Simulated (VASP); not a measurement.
Method: LDA (Ceperley-Alder, Perdew-Zunger), VASP's LDA PAW potentials (set 64) (plane waves; VASP).

A VASP calculation is set up with these files.

INCAR:
```
EDIFF  =  1E-6   ! SCF stop (eV)
PSTRESS  =  450   ! kbar
SYSTEM  =  NaCl
LREAL  =  .FALSE.
NSW  =  40   ! most ionic steps
SIGMA  =  0.05
IBRION  =  2
LASPH  =  .TRUE.   ! aspherical one-centre terms
ISIF  =  3
ALGO  =  Normal
ENCUT  =  500
LWAVE  =  .FALSE.
NELM  =  100   ! most electronic steps
ISMEAR  =  0   ! Gaussian
LCHARG  =  .FALSE.
EDIFFG  =  -0.02
PREC  =  Accurate
```

File KPOINTS:
```
Automatic mesh
0
G
  9 9 9
```

**POSCAR**
```
NaCl
1.0
  0.0000000000   2.4088084743   2.4088084743
  2.4088084743   0.0000000000   2.4088084743
  2.4088084743   2.4088084743   0.0000000000
Na Cl
1 1
Cartesian
  0.0000000000   0.0000000000   0.0000000000
  2.4088084743   2.4088084743   2.4088084743
```

POTCAR, in this order: Na_pv Cl (LDA.64 set). Program: vasp_std.

Task: What will the output report for the number of irreducible k-points (NKPTS), largest plane-wave count, number of space-group operations, FFT grid (NGX, NGY, NGZ)?

Result: 
```yaml
number of irreducible k-points (NKPTS): 35
largest_plane_wave_count: 725
number_of_space_group_operations: 48
FFT grid (NGX, NGY, NGZ): 28 × 28 × 28
```

The compound is NaCl in the rock salt structure. This run relaxes it under an external pressure of 45 GPa. Symmetry was kept, so distortions that lower it aren't found.
